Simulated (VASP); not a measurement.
Consider the following.

```
Cu
1.0
    0.00000     1.77392     1.77392
    1.77392     0.00000     1.77392
    1.77392     1.77392     0.00000
Cu
1
Direct
  0.00000   0.00000   0.00000
```

Level of theory: r2SCAN meta-GGA, VASP's PBE PAW potentials (set 64) (plane waves; VASP). Numerical set-up: 500 eV cut-off, 18×18×18 Γ-centred mesh, first-order Methfessel-Paxton smearing of 0.10 eV, potentials Cu.

Energy and stress use the plane-wave basis of the starting cell.

Question: The ions, cell shape and volume at an external pressure of 10.0 GPa are relaxed. Which structure does the run end with?

Answer: 
```
Cu
1.0
    0.00000     1.75926     1.75926
    1.75926     0.00000     1.75926
    1.75926     1.75926     0.00000
Cu
1
Direct
  0.00000   0.00000   0.00000
```
Space group Fm-3m (225), at a tolerance of 0.03 Å.

Question: How do energy and volume change from the first to the last step?

Answer: The energy (σ→0) changes by +12.7 meV/atom and the volume by -2.5 %, in 3 ionic steps.

The compound is Cu in the fcc structure. This run relaxes it under an external pressure of 10 GPa. Symmetry was kept, so distortions that lower it aren't found.
